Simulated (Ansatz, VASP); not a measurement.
# C (Diamond): VASP beside Ansatz, part 2 of 2

Wanted: the spread between two codes on one cell, functional and k mesh.

VASP 6.6.1 and Ansatz 0.2.0.

So far. Step 3 (VASP: band structure, PBE): The run ends at a pressure of -3.85 GPa.

### Step 5. Other set-ups

Further runs change the set-up of one program: Ansatz's method, potentials or start, or VASP's data sets, cutoff or form of LDA. The table gives Ansatz less VASP for each quantity, since a change that brings one quantity closer may part another.

| run | gap over the path points (eV) |
| --- | --- |
| as above | 0.0053 |
| Ansatz's all-electron LAPW method | 0.0063 |
| Ansatz's larger PAW set (cutoff 800 eV) | 0.0057 |
| norm-conserving potentials (cutoff 1116 eV) | 0.0094 |

### Step 6. Ansatz: single point, PBE

With cell and atoms fixed, the geometry can't cause a difference; cores, projectors, grids and the points listed under the comparison can.

Input file input.yaml:

```yaml
crystal:
  lattice:
    - [0.0, 1.78337, 1.78337]
    - [1.78337, 0.0, 1.78337]
    - [1.78337, 1.78337, 0.0]
  atoms:
    - { symbol: C, position: [0.0, 0.0, 0.0] }
    - { symbol: C, position: [0.25, 0.25, 0.25] }
hamiltonian:
  xc: pbe
  pseudopotentials: { kind: paw }
kpoints:
  mp_grid: { grid: [8, 8, 8] }
scf:
  occupations: { method: gaussian, width: 0.01 }
  n_extra_bands: 4
output:
  forces: true
  stress: true
  eigenvalues: true
  write_density: true
  write_potential: true
  elf: true
  volumetric_format: npy
```

Command:

```console
$ ansatz run input.yaml --threads 2 --pin off --max-ram 4608MiB --backend cpu --events-out ev --progress --plain --runs-dir out
```

Numbers of over 12 decimals in the logs are rounded to 6 here.

The program printed:

```text
[...]
Crystal: 2 atoms, lattice volume = 11.344 Å³
Basis set: ecut = 420 eV, 229 PW (Γ), exchange–correlation on 36×36×36 points (8 copies of the dense FFT grid, shifted against one another)
Bands: 8, of which v1, the nominal top of the filled ones, is band 4 counted from 1 (3 counted from 0)
Symmetry: 48 space group operations
[...]
k-points: 29 of 512
[...]
Free energy (F): -501.614620 eV
[...]
Internal energy: -501.614620 eV  (E = F + TS)
E sigma→0 (E₀):  -501.614620 eV
Fermi energy:    15.386836 eV
[...]
--- Stress (GPa, compression-positive) ---
        1.788553      -0.000000      -0.000000
       -0.000000       1.788553       0.000000
       -0.000000       0.000000       1.788553
  P = ⅓ Tr σ = 1.7886 GPa (17.886 kbar)
--- Band table (eV; the first three rows and the last of 29) ---
[...]
[key lines of the parts left out:]
SCF converged after 6 iterations
```

The job ended after 0.47 s (2 threads of Arm Neoverse V2, shared host; peak memory 0.23 GiB).

The run ends at a pressure of 1.79 GPa.

### Step 7. VASP: single point, PBE

The same cell, functional, mesh and smearing now go to VASP, with its own data sets and cutoff.

Input file INCAR:

```
SYSTEM = C
PREC = Accurate
ENCUT = 440
EDIFF = 1E-08
NELM = 100
ISMEAR = 0
SIGMA = 0.01
LREAL = .FALSE.
ALGO = Normal
GGA = PE
NBANDS = 10
LORBIT = 11
LWAVE = .TRUE.
LCHARG = .FALSE.
KPAR = 8
```

Input file POSCAR:

```
C
1.0
    0.0000000000      1.7833700000      1.7833700000
    1.7833700000      0.0000000000      1.7833700000
    1.7833700000      1.7833700000      0.0000000000
C
2
Direct
    0.0000000000      0.0000000000      0.0000000000
    0.2500000000      0.2500000000      0.2500000000
```

Input file KPOINTS:

```
Automatic mesh
0
Gamma
8 8 8
0 0 0
```

PAW data sets: C_GW (PBE family, release 64).

Command:

```console
$ mpirun -np 8 vasp_std
```

The program printed:

```text
[banner, memory and clock lines left out]
running    8 mpi-ranks, on    1 nodes
[...]
[... a notice as in an earlier step ...]

 LDA part: xc-table for (Slater+PW92), standard interpolation
 POSCAR, INCAR and KPOINTS ok, starting setup
[...]
entering main loop
       N       E                     dE             d eps       ncg     rms          rms(c)
DAV:   1     0.127075435558E+02    0.12708E+02   -0.44969E+03   580   0.729E+02
DAV:   2    -0.180607810475E+02   -0.30768E+02   -0.28329E+02   744   0.182E+02
DAV:   3    -0.188159473365E+02   -0.75517E+00   -0.75220E+00   732   0.219E+01
DAV:   4    -0.188179919196E+02   -0.20446E-02   -0.20444E-02   676   0.122E+00
[...]
DAV:  11    -0.181652363102E+02   -0.26160E-06   -0.33956E-07   756   0.601E-03    0.390E-04
DAV:  12    -0.181652363904E+02   -0.80163E-07   -0.66404E-09   606   0.102E-03    0.277E-05
DAV:  13    -0.181652363927E+02   -0.22798E-08   -0.44710E-11   336   0.843E-05
   1 F= -.18165236E+02 E0= -.18165236E+02  d E =-.458279E-59
 writing wavefunctions
```

Parts of OUTCAR (step 7):

```text
  Total       -0.2796796     -0.2796796     -0.2796796      0.0000000      0.0000000     -0.0000000
  in kB      -39.5018108    -39.5018108    -39.5018108      0.0000000      0.0000000     -0.0000000
  external PRESSURE =     -39.5018108 kB  Pullay stress =       0.0000000 kB

 POSITION                                       TOTAL-FORCE (eV/Angst)
 -----------------------------------------------------------------------------------
      0.00000      0.00000      0.00000        -0.000000      0.000000      0.000000
      0.89168      0.89168      0.89168         0.000000     -0.000000     -0.000000
 -----------------------------------------------------------------------------------
    total drift:                               -0.000000     -0.000000     -0.000000

  FREE ENERGIE OF THE ION-ELECTRON SYSTEM (eV)
  ---------------------------------------------------
  free  energy   TOTEN  =       -18.1652363927 eV

  energy  without entropy=      -18.1652363927  energy(sigma->0) =      -18.16523639

[... 1 part as in an earlier step ...]

[... 2 further parts left out ...]
[key lines of the parts left out:]
E-fermi :   9.8740
```

The run ends at a pressure of -3.95 GPa.

### Step 8. Differences

Both answers:

| quantity | Ansatz | VASP | difference |
| --- | --- | --- | --- |
| gap on the k mesh (eV) | 4.140 | 4.134 | +0.006 |

Not compared: the pressure (VASP's GW data sets at this cutoff don't carry it). A gap on the mesh is an upper bound, since the band edges may lie between its points.

### Step 9. What the set-up changes

Further runs change the set-up of one program: Ansatz's method, potentials or start, or VASP's data sets, cutoff or form of LDA. The table gives Ansatz less VASP for each quantity, since a change that brings one quantity closer may part another.

| run | gap on the k mesh (eV) |
| --- | --- |
| as above | 0.0056 |
| Ansatz's all-electron LAPW method | 0.0064 |
| Ansatz's larger PAW set (cutoff 800 eV) | 0.0058 |
| norm-conserving potentials (cutoff 1116 eV) | 0.0094 |

### Step 10. Outcome

| Quantity | Value |
| --- | --- |
| difference in gap over the path points (band structure, PBE) | 0.0053 eV |
| difference in gap on the k mesh (single point, PBE) | 0.0056 eV |

**Reading.** The difference in gap on the k mesh is 0.0056 eV (single point, PBE), within the 0.08 eV picked in this series as the mark of a large difference. Band structure, PBE, norm-conserving potentials (cutoff 1116 eV): the difference in gap over the path points goes from 0.0053 to 0.0094 eV. Single point, PBE, norm-conserving potentials (cutoff 1116 eV): the difference in gap on the k mesh goes from 0.0056 to 0.0094 eV. Such differences can come from data sets, numerical settings and the points named under the comparisons, not from the functional's error against experiment.

[Lines on the potential files, build, host, timing and source positions are cut from VASP's logs without a mark.]

[Logs are printed without paths, hosts, clocks, repeated set-up lines and the standing remarks that a program may print on its own settings, such as how far it seeks lower states.]

[Hosts, paths, dates, database ids (printed as entryN), source tags and the programs' standing remarks are cut or masked in the printed files.]
